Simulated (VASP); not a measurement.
Method: revPBE GGA, VASP's PBE PAW potentials (set 64) (plane waves; VASP).

Input for VASP

### KPOINTS
```
kpoints
0
Gamma
  9 9 9
0 0 0
```

### POSCAR
```
Rb
5.8893060
 -0.5000000361   0.5000000361   0.5000000361
  0.5000000361  -0.5000000361   0.5000000361
  0.5000000361   0.5000000361  -0.5000000361
Rb
1
Cart
  0.0000000000   0.0000000000   0.0000000000
```

**INCAR**
```
ALGO = Normal
EDIFF = 1E-7
ENCUT = 520
GGA = RE
ISIF = 2
ISMEAR = 1
LASPH = .True.
LCHARG = .False.
LMAXMIX = 4
LREAL = .False.
LWAVE = .False.
NELM = 100
PREC = Accurate
SIGMA = 0.1
SYSTEM = Rb
```

POTCAR, in this order: Rb_sv (PBE.64 set). Program: vasp_std.

Problem. What will the output report for the number of irreducible k-points (NKPTS), largest plane-wave count, number of space-group operations, FFT grid (NGX, NGY, NGZ)?

Solution. 
```json
{
  "number of irreducible k-points (NKPTS)": "35",
  "largest_plane_wave_count": "2771",
  "number_of_space_group_operations": "48",
  "FFT grid (NGX, NGY, NGZ)": "40 × 40 × 40"
}
```

The compound is Rb in the bcc structure. This cell is one point of a volume scan, at 1.03 of the reference volume.
